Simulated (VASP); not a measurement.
Data:

```xyz
2
Lattice="4.0363 -2.1771 0.0127 4.0363 2.1771 0.0127 2.8507 0.0000 3.5923" Properties=species:S:1:pos:R:3 pbc="T T T"
Sb     2.5319     0.0000     0.8385
Sb     8.3914     0.0000     2.7792
```

Calculation: r2SCAN meta-GGA, VASP's PBE PAW potentials (set 64) (plane waves; VASP). Numerical set-up: 500 eV cut-off, 7×7×7 Γ-centred mesh, Gaussian smearing of 0.050 eV, potentials Sb.

Task: What does the run give for the energy per atom (σ→0)?

Result: 
| Quantity | Value |
|---|---|
| energy per atom (σ→0) | -25.705 eV/atom |

The absolute energy has meaning only against runs of the same code, potentials and settings.

The compound is Sb in the a7 structure. It was relaxed first.
